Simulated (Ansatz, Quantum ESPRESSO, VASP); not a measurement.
# Zr2Au (P1, 3 atoms in the cell) computed with different codes at matched settings

Self-consistent single point, at a second geometry (atoms moved at random). First geometry:

```xyz
3
Lattice="-1.6502 1.6502 5.8255 1.6502 -1.6502 5.8255 1.6502 1.6502 -5.8255" Properties=species:S:1:pos:R:3 pbc="T T T"
Zr     0.0000     0.0000     7.6861
Zr     0.0000     0.0000     3.9648
Au     0.0000     0.0000     0.0000
```

Second geometry:
```yaml
crystal:
  lattice:
    - [-1.65018, 1.65018, 5.82547]
    - [1.65018, -1.65018, 5.82547]
    - [1.65018, 1.65018, -5.82547]
  atoms:
    - { symbol: Zr, position: [0.64831, 0.66489, 0.98954] }
    - { symbol: Zr, position: [0.35033, 0.35286, 0.02085] }
    - { symbol: Au, position: [0.00136, 0.98226, 0.98961] }
```

Shared settings, as Ansatz (an electronic-structure program) writes them: kpoints.mp_grid.grid = 10 10 10; scf.occupations.method = fermi_dirac; scf.occupations.width = 0.05 eV. Potentials and cutoffs stand in the table.

| code | model | ΔF from the first geometry (meV/atom) | pressure (GPa) | largest force (eV/Å) | cutoff |
|---|---|---|---|---|---|
| VASP | PBEsol, VASP's PBE PAW potentials (set 64) | 9.2 | -4.23 | 0.417 | 300 eV |
| Ansatz | PBEsol, PAW files made with PBE | 9.0 | -3.63 | 0.409 | default |
| Quantum ESPRESSO | PBEsol, GBRV 1.5 ultrasoft (PBESOL) pseudopotentials | 9.0 | -3.80 | 0.409 | 40 Ry |

Size of the force on each atom (eV/Å): Sizes of forces hide their directions.

```json
[
 {"code": "VASP", "Zr1": "0.417", "Zr2": "0.416", "Au3": "0.256"},
 {"code": "Ansatz", "Zr1": "0.403", "Zr2": "0.409", "Au3": "0.254"},
 {"code": "Quantum ESPRESSO", "Zr1": "0.403", "Zr2": "0.409", "Au3": "0.254"}
]
```

On Ansatz's run: spin-orbit coupling is off.

The spread over the programs that give each value: ΔF from the first geometry within 0.2 meV/atom; pressure within 0.60 GPa; largest force within 0.008 eV/Å.

Ansatz's pressure is given at a fixed set of plane waves, as the other plane-wave codes print theirs.

VASP's run is marked for a possible Pulay error in its stress at this cutoff; no cutoff test was made.

The starting cell comes from a database of computed structures (which also holds hypothetical and non-ambient phases and stackings), without a prior relaxation at this level. For this run, on top of that: atoms moved at random.

Left out of this page: SIESTA (not drawn, or without a comparable value).

Keys are those of Ansatz 0.2.
